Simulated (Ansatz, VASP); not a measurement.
**Cross-check of Ta (Ta(111)) between VASP and Ansatz**

One calculation is typed for both programs; each brings its own data sets. How far apart do they land? The cell is taken from a series of runs on this material, whose earlier steps may have relaxed, scaled, displaced or heated it; both programs get it as it stands.

Program: Ansatz 0.2.0. Level of theory: plane waves, with VASP 6.6.1 beside it; PBE, spin-orbit coupling. Results are calculated unless marked as measured.

### 1. The starting structure

The cell holds 11 atoms: 11 Ta. Cell: a = 4.681 Å, b = 4.681 Å, c = 27.555 Å, α = 90.0°, β = 90.0°, γ = 60.0°. Vacuum lies along c.

### 2. Ansatz: single point, PBE, spin-orbit coupling

Ansatz runs on its fully relativistic PAW (standard-fr) files.

A single point takes one fixed geometry, so differences don't come from the geometry; what else differs is listed under the comparison.

Input file input.yaml:

```yaml
crystal:
  lattice:
    - [4.6810468915, 0.0, 0.0]
    - [2.3405234457, 4.0539055243, 0.0]
    - [0.0, 0.0, 27.5551469551]
  atoms:
    - { symbol: Ta, position: [0.6666666667, 0.6666666667, 0.3266177464] }
    - { symbol: Ta, position: [0.0, 0.0, 0.3612941971] }
    - { symbol: Ta, position: [0.3333333333, 0.3333333333, 0.3959706478] }
    - { symbol: Ta, position: [0.6666666667, 0.6666666667, 0.4306470986] }
    - { symbol: Ta, position: [0.0, 0.0, 0.4653235493] }
    - { symbol: Ta, position: [0.3333333333, 0.3333333333, 0.5] }
    - { symbol: Ta, position: [0.6666666667, 0.6666666667, 0.5346764507] }
    - { symbol: Ta, position: [0.0, 0.0, 0.5693529014] }
    - { symbol: Ta, position: [0.3333333333, 0.3333333333, 0.6040293522] }
    - { symbol: Ta, position: [0.6666666667, 0.6666666667, 0.6387058029] }
    - { symbol: Ta, position: [0.0, 0.0, 0.6733822536] }
kpoints:
  mp_grid: { grid: [10, 10, 1] }
hamiltonian:
  xc: pbe
  pseudopotentials: { kind: paw_fr }
scf:
  occupations: { method: fermi_dirac, width: 0.1 }
  convergence: { dr2_threshold: 1.0e-09 }
efield:
  axis: 3
  dipole_correction: true
  ramp_position: 0.97
  ramp_width: 0.06
magnetization:
  noncollinear: true
  spin_orbit: true
output:
  write_potential: true
  write_density: true
  volumetric_format: npy
```

Run with:

```
ansatz run input.yaml --threads 4 --pin off --max-ram 6144MiB --backend cpu --events-out ev --progress --plain --runs-dir out
```

Numbers of over 12 decimals in the logs are rounded to 6 here.

The log of the run:

```text
Engine: ansatz 0.2.0, aarch64-unknown-linux-gnu
Pseudopotentials: kind: paw_fr
Pseudopotential: Ta, paw_fr, valence charge 13, recommended cutoff 420 eV (normal), Ta.paw.azcp#standard-fr
Functional definition: PBE
  parameter kappa = 0.804
  parameter beta = 0.066725
  exchange = pbe_x(kappa = kappa, mu = beta*pi^2/3)
  correlation = pbe_c(beta = beta)
non-collinear run that drives no moment, with spin-orbit: no starting moment large enough to seed its density (crystal.atoms[].spin), no starting occupations that ask for one, no magnetisation constraint and no magnetic field, so the semilocal B_xc is pinned to zero
Crystal: 11 atoms, lattice volume = 522.901 Å³
Basis set: ecut = 420 eV, 10215 PW (Γ)
Bands: 172, of which v1, the nominal top of the filled ones, is band 143 counted from 1 (142 counted from 0)
Symmetry: 6 space group operations + 6 with time reversal
k-points: 14 of 100 (time reversal used)
Projection manifold: j_resolved (fully-relativistic pseudo-atomic orbitals)
Non-local potential: Ta, projectors of the file, l = 0: 3, l = 1: 4, l = 2: 4, l = 3: 2
PAW form: soft (Blöchl's): semilocal exchange-correlation on the pseudo side does not see the compensation charge
PAW one-centre angular grid: Ta, 590 points (default); XC on 64 Gauss nodes
Initial density: superposition of atomic densities (neutral atoms: chi_scale 0, normalization atom)
Initial wavefunctions: pseudopotential atomic-orbital guess
Functional: x = pbe(κ = 0.804, μ = 0.219515), c = pbe(β = 0.066725)
SCF iter   1: F=—  HF=-109505.603523 eV  |F-HF|=—  |Δ(HF+E_count)|=         —  Δρ=4.51e-2  dr2=1.77e2  dr2_m=0.00e0 (ungated)  ethr=3.10e-3  |M|=0.00e0 ∫|m|=0.00e0 μB  |m|>n=0.0e0 m-floor=0.0e0 τ_xc=0.0e0  β_m=1.00  p=0.000 e·Å  D=6.22e-14 V/Å  ΔV_dip=-0.00 eV  dr2_dipole=4.91e-7  V_vac-E_F(+/−)=7.42/7.42 eV  ⟨swp⟩=8.9  Hψ=13861  notcnv=0
efield: sawtooth ramp at fractional position 0.9700 (set: `efield.ramp_position`, or a place that a band, a saddle search or an elastic batch's reference lends), width 0.0600; the density the first Hamiltonian is built on has a dipole p = 0.000 e·Å; the dipole correction subtracts the counter field D = 6.22e-14 V/Å, which shifts the + side's vacuum level by -0.00 eV against the − side's; the planar-averaged density in the ramp window peaks in size at 1.7e-6 e/Å³
preconditioner: auto → LDOS  [metal: Δε(μ)=0.069 eV  Ē_g=4.260 eV  σ=0.100 eV  W_gap=0.17  n_scr=96 (ndim 8)  ℏωp=12.0 eV  f_vac=0.526  D(μ)=6.08/eV (n_scr^D=12)  β→1.0]
spin=Noncollinear: LDOS preconditioning applied to the charge; magnetization (m_x, m_y, m_z) channels mix plain (no charge-response kernel on spin).
SCF iter   2: F=—  HF=-109526.350020 eV  |F-HF|=—  |Δ(HF+E_count)|=    2.07e1  Δρ=8.99e-2  dr2=1.67e3  dr2_m=0.00e0 (ungated)  ethr=3.10e-3  |M|=0.00e0 ∫|m|=0.00e0 μB  |m|>n=0.0e0 m-floor=0.0e0 τ_xc=0.0e0  β_m=0.36  p=-0.001 e·Å  D=-4.12e-4 V/Å  ΔV_dip=0.01 eV  dr2_dipole=2.34e-3  V_vac-E_F(+/−)=-1.39/-1.40 eV  ⟨swp⟩=22.4  Hψ=29746  notcnv=0  defer=26  recentre
SCF iter   3: F=—  HF=-109499.861070 eV  |F-HF|=—  |Δ(HF+E_count)|=    2.65e1  Δρ=2.99e-2  dr2=8.57e1  dr2_m=0.00e0 (ungated)  ethr=3.10e-3  |M|=0.00e0 ∫|m|=0.00e0 μB  |m|>n=0.0e0 m-floor=0.0e0 τ_xc=0.0e0  β_m=0.70  p=-0.000 e·Å  D=-3.63e-5 V/Å  ΔV_dip=0.00 eV  dr2_dipole=4.47e-6  V_vac-E_F(+/−)=6.40/6.40 eV  ⟨swp⟩=19.9  Hψ=18308  notcnv=0  defer=2
SCF iter   4: F=—  HF=-109496.626034 eV  |F-HF|=—  |Δ(HF+E_count)|=    3.24e0  Δρ=7.13e-3  dr2=2.03e0  dr2_m=0.00e0 (ungated)  ethr=3.10e-3  |M|=0.00e0 ∫|m|=0.00e0 μB  |m|>n=0.0e0 m-floor=0.0e0 τ_xc=0.0e0  β_m=0.65  p=0.003 e·Å  D=1.07e-3 V/Å  ΔV_dip=-0.03 eV  dr2_dipole=2.83e-5  V_vac-E_F(+/−)=9.18/9.25 eV  ⟨swp⟩=10.8  Hψ=7250  notcnv=0  defer=22
SCF iter   5: F=—  HF=-109496.125815 eV  |F-HF|=—  |Δ(HF+E_count)|=   5.00e-1  Δρ=5.42e-3  dr2=1.23e0  dr2_m=0.00e0 (ungated)  ethr=1.42e-3  |M|=0.00e0 ∫|m|=0.00e0 μB  |m|>n=0.0e0 m-floor=0.0e0 τ_xc=0.0e0  β_m=0.82  p=0.002 e·Å  D=6.84e-4 V/Å  ΔV_dip=-0.02 eV  dr2_dipole=2.25e-6  V_vac-E_F(+/−)=6.89/6.93 eV  ⟨swp⟩=7.4  Hψ=4505  notcnv=0  defer=25
SCF iter   6: F=—  HF=-109495.941515 eV  |F-HF|=—  |Δ(HF+E_count)|=   1.84e-1  Δρ=4.09e-3  dr2=1.50e0  dr2_m=0.00e0 (ungated)  ethr=8.61e-4  |M|=0.00e0 ∫|m|=0.00e0 μB  |m|>n=0.0e0 m-floor=0.0e0 τ_xc=0.0e0  β_m=0.71  p=-0.000 e·Å  D=-5.70e-5 V/Å  ΔV_dip=0.00 eV  dr2_dipole=6.54e-6  V_vac-E_F(+/−)=3.52/3.52 eV  ⟨swp⟩=5.9  Hψ=4081  notcnv=0  defer=19
SCF iter   7: F=—  HF=-109495.901649 eV  |F-HF|=—  |Δ(HF+E_count)|=   3.99e-2  Δρ=1.62e-3  dr2=2.42e-1  dr2_m=0.00e0 (ungated)  ethr=8.61e-4  |M|=0.00e0 ∫|m|=0.00e0 μB  |m|>n=0.0e0 m-floor=0.0e0 τ_xc=0.0e0  β_m=0.81  p=0.000 e·Å  D=5.14e-5 V/Å  ΔV_dip=-0.00 eV  dr2_dipole=5.52e-7  V_vac-E_F(+/−)=3.76/3.76 eV  ⟨swp⟩=2.7  Hψ=2747  notcnv=0  defer=9
[...]
Magnetization: |M| = 0.0000 μB,  M = (+0.0000, +0.0000, +0.0000) μB
Absolute magnetization: 0.0000 μB (∫|m|)
  site 0: m = (+0.0000, +0.0000, +0.0000) μB, |m| = 0.0000 μB  (R = 1.18 Å)
  site 1: m = (+0.0000, +0.0000, +0.0000) μB, |m| = 0.0000 μB  (R = 1.18 Å)
  site 2: m = (+0.0000, +0.0000, +0.0000) μB, |m| = 0.0000 μB  (R = 1.18 Å)
  site 3: m = (+0.0000, +0.0000, +0.0000) μB, |m| = 0.0000 μB  (R = 1.18 Å)
  site 4: m = (+0.0000, +0.0000, +0.0000) μB, |m| = 0.0000 μB  (R = 1.18 Å)
  site 5: m = (+0.0000, +0.0000, +0.0000) μB, |m| = 0.0000 μB  (R = 1.18 Å)
  site 6: m = (+0.0000, +0.0000, +0.0000) μB, |m| = 0.0000 μB  (R = 1.18 Å)
  site 7: m = (+0.0000, +0.0000, +0.0000) μB, |m| = 0.0000 μB  (R = 1.18 Å)
  site 8: m = (+0.0000, +0.0000, +0.0000) μB, |m| = 0.0000 μB  (R = 1.18 Å)
  site 9: m = (+0.0000, +0.0000, +0.0000) μB, |m| = 0.0000 μB  (R = 1.18 Å)
  site 10: m = (+0.0000, +0.0000, +0.0000) μB, |m| = 0.0000 μB  (R = 1.18 Å)
Free energy (F): -109495.896855 eV
Harris-Foulkes:  -109495.896855 eV  (|F-HF|=0.00e0)
Internal energy: -109495.360740 eV  (E = F + TS)
E sigma→0 (E₀):  -109495.628797 eV
Entropy (-TS):   -0.536115 eV (-48.738 meV/atom)
Fermi energy:    4.987414 eV
Dipole field:    D = -0.000002 V/Å  (p = -0.000005 e·Å, saw-weighted, corrected)
Work function:   Φ+ = 3.5217 eV   Φ− = 3.5217 eV
Levels:          The Fermi level and band energies are counted from a zero that moves with the ramp; work functions are not
--- Per-component energies (eV) ---
  E_band       = -3131.985602
  E_kinetic    = 4002.220846
  E_local      = -176920.230237  (includes V_loc(G=0)·N_el)
  E_nonlocal   = 127.802159
  E_hartree    = 86558.855557
  E_xc         = -2386.605692
  E_vxc        = -2224.933263  (∫ρ·V_xc dr)
  E_paw        = -92574.728527  (= ΣΔE_a)
  E_vpaw       = -1234.556853  (= ΣTr[D̂ρ^β])
  E_aug_tail   = 0.001536  (compensation charges beyond the density's cutoff)
  E_efield     = 0.000000  (sawtooth field / dipole correction)
  E_vefield    = 0.000000  (∫n·V_field dr)
  E_ewald      = 71697.323618
  E_smearing   = -0.536115  (= −TS)
  E_closure    = -0.000000  (closes the sum)
  Σ components = -109495.896855   (vs F -109495.896855, Δ=0.00e0)
--- Band table (eV; the first three rows and the last of 14) ---
  k-point 0: bands = [... 139 lower, 4.5784, 4.6104, 4.6104, 4.8574, 4.8574, 4.9011, 4.9011, 5.0370, ... 25 higher]
  k-point 1: bands = [... 139 lower, 4.6674, 4.6968, 4.6968, 4.9089, 4.9089, 4.9713, 4.9713, 5.1328, ... 25 higher]
  k-point 2: bands = [... 139 lower, 4.7721, 4.8452, 4.8452, 5.0886, 5.0886, 5.1225, 5.1225, 5.3024, ... 25 higher]
  k-point 13: bands = [... 139 lower, 4.6753, 4.7435, 4.7435, 4.8393, 4.8393, 4.8891, 4.8891, 4.9632, ... 25 higher]
```

The column dr2 measures how far the density is from self-consistency, as an energy; F and HF (Harris–Foulkes) agree once it is small.

[end of part 1 of 2]

[Lines on the potential files, build, host, timing and source positions are cut from VASP's logs without a mark.]

[Logs are printed without paths, hosts, clocks, repeated set-up lines and the standing remarks that a program may print on its own settings, such as how far it seeks lower states.]

[Hosts, paths, dates, database ids (printed as entryN), source tags and the programs' standing remarks are cut or masked in the printed files.]
